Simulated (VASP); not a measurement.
Output of a VASP run:

File OSZICAR:
```
       N       E                     dE             d eps       ncg     rms          rms(c)
DAV:   1     0.543104091312E+03    0.54310E+03   -0.17228E+04  2404   0.206E+03
DAV:   2     0.727562752573E+02   -0.47035E+03   -0.45922E+03  2240   0.594E+02
DAV:   3    -0.114501638112E+02   -0.84206E+02   -0.80887E+02  2422   0.209E+02
DAV:   4    -0.168257878499E+02   -0.53756E+01   -0.52743E+01  2602   0.571E+01
DAV:   5    -0.169678293478E+02   -0.14204E+00   -0.14155E+00  2860   0.862E+00    0.959E+00
DAV:   6    -0.167395980762E+02    0.22823E+00   -0.15108E+00  2496   0.788E+00    0.582E+00
DAV:   7    -0.166517105998E+02    0.87887E-01   -0.31354E-01  2642   0.536E+00    0.343E+00
DAV:   8    -0.166261695755E+02    0.25541E-01   -0.63339E-02  2634   0.250E+00    0.883E-01
DAV:   9    -0.166234607224E+02    0.27089E-02   -0.10614E-02  2940   0.113E+00    0.171E-01
DAV:  10    -0.166231140105E+02    0.34671E-03   -0.21369E-03  2910   0.515E-01    0.964E-02
DAV:  11    -0.166230843905E+02    0.29620E-04   -0.42694E-04  2418   0.210E-01    0.280E-02
DAV:  12    -0.166230753470E+02    0.90435E-05   -0.44511E-05  2830   0.844E-02    0.121E-02
DAV:  13    -0.166230761278E+02   -0.78081E-06   -0.23500E-06  2194   0.133E-02
   1 F= -.16623076E+02 E0= -.16579708E+02  d E =-.867373E-01  mag=    -0.0000     0.0000     0.0000
```

OUTCAR:
```
------------------------ aborting loop because EDIFF is reached ----------------------------------------
  FORCE on cell =-STRESS in cart. coord.  units (eV):
  Direction    XX          YY          ZZ          XY          YZ          ZX
  --------------------------------------------------------------------------------------
  Total       12.6717932     12.6717932     11.1307557      0.0000000      0.0000000      0.0000000
  in kB      268.8334894    268.8334894    236.1402088      0.0000000      0.0000000      0.0000000
  external PRESSURE =     257.9357292 kB  Pullay stress =       0.0000000 kB
  volume of cell :       75.52
      direct lattice vectors                 reciprocal lattice vectors
    -2.038917000  2.038917000  4.541572000     0.000000000  0.245228227  0.110094038
     2.038917000 -2.038917000  4.541572000     0.245228227  0.000000000  0.110094038
     2.038917000  2.038917000 -4.541572000     0.245228227  0.245228227  0.000000000
 POSITION                                       TOTAL-FORCE (eV/Angst)
 -----------------------------------------------------------------------------------
      0.00000      0.00000      4.54157        -0.000000      0.000000     -0.000000
     -0.00000      2.03892      2.27079         0.000000     -0.000000      0.000000
      2.03892     -0.00000      2.27079        -0.000000      0.000000      0.000000
      0.00000      0.00000      0.00000        -0.000000      0.000000     -0.000000
 -----------------------------------------------------------------------------------
    total drift:                                0.000000      0.000000      0.000000
  FREE ENERGIE OF THE ION-ELECTRON SYSTEM (eV)
  ---------------------------------------------------
  free  energy   TOTEN  =       -16.6230761278 eV

  energy  without entropy=      -16.5363388742  energy(sigma->0) =      -16.57970750

 total charge

# of ion       s       p       d       tot
------------------------------------------
    1        1.226   1.112  10.057  12.395
    2        1.276   1.093  10.065  12.434
    3        1.276   1.093  10.065  12.434
    4        0.708   0.416   8.207   9.331
--------------------------------------------------
tot          4.485   3.714  38.395  46.594

 magnetization (x)

# of ion       s       p       d       tot
------------------------------------------
    1        0.000   0.000  -0.000  -0.000
    2        0.000   0.000  -0.000   0.000
    3       -0.000   0.000  -0.000   0.000
    4        0.000   0.000   0.000   0.000
--------------------------------------------------
tot         -0.000   0.000  -0.000   0.000

 magnetization (y)

# of ion       s       p       d       tot
------------------------------------------
    1        0.000  -0.000   0.000   0.000
    2        0.000  -0.000   0.000  -0.000
    3        0.000  -0.000   0.000  -0.000
    4       -0.000   0.000   0.000  -0.000
--------------------------------------------------
tot         -0.000  -0.000   0.000  -0.000

 magnetization (z)

# of ion       s       p       d       tot
------------------------------------------
    1        0.000   0.000   0.000   0.000
    2        0.000   0.000   0.000   0.000
    3        0.000   0.000   0.000   0.000
    4        0.000   0.000   0.000   0.000
--------------------------------------------------
tot          0.000   0.000   0.000   0.000

...
```
(Selected blocks of OUTCAR.)

File POSCAR:
```
Sn3Pt
1
   -2.0389170000     2.0389170000     4.5415720000
    2.0389170000    -2.0389170000     4.5415720000
    2.0389170000     2.0389170000    -4.5415720000
Sn Pt
3 1
Direct
  0.5000000000   0.5000000000   0.0000000000
  0.7500000000   0.2500000000   0.5000000000
  0.2500000000   0.7500000000   0.5000000000
  0.0000000000   0.0000000000   0.0000000000
```

### Question
Reconstruct the remaining input files.

### Answer
This is not unique; one that fits is the input of the run itself, PBE GGA with spin-orbit coupling, plane waves, VASP's PBE PAW potentials (set 64).

KPOINTS:
```
Automatic mesh
0
Gamma
5 5 5
0 0 0
```

### INCAR
```
SYSTEM=Sn3Pt
PREC=Accurate; ENCUT=300; LREAL=.False.
LASPH=.True.
EDIFF=1E-6; NELM=100; ALGO=Normal
LMAXMIX=6
ISMEAR=-1; SIGMA=0.1
GGA=PE; GGA_COMPAT=.False.
MAGMOM=0.0 0.0 0.0 0.0 0.0 0.0 0.0 0.0 0.0 0.0 0.0 0.0
LSORBIT=.True.; LNONCOLLINEAR=.True.
ISIF=2
LWAVE=.False.; LCHARG=.False.; LORBIT=11
```

POTCAR, in this order: Sn_d Pt (PBE.64 set). Program: vasp_ncl.

At this cut-off the stress carries a Pulay error, which pulls relaxed volumes low.

The structure was generated: Sn3Pt was put into an ordered model structure, which need not be its known phase. The cell was not relaxed at this level. The k-mesh is coarse (spacing up to 0.44 per Å, 2π included), so the numbers may not be converged in it. The run is one of a series of settings (GGA_COMPAT = .FALSE., LNONCOLLINEAR = .TRUE., LSORBIT = .TRUE., MAGMOM = 0.0 0.0 0.0 0.0 0.0 0.0 0.0 0.0 0.0 0.0 0.0 0.0, program vasp_ncl against the base run), some of them coarse on purpose.
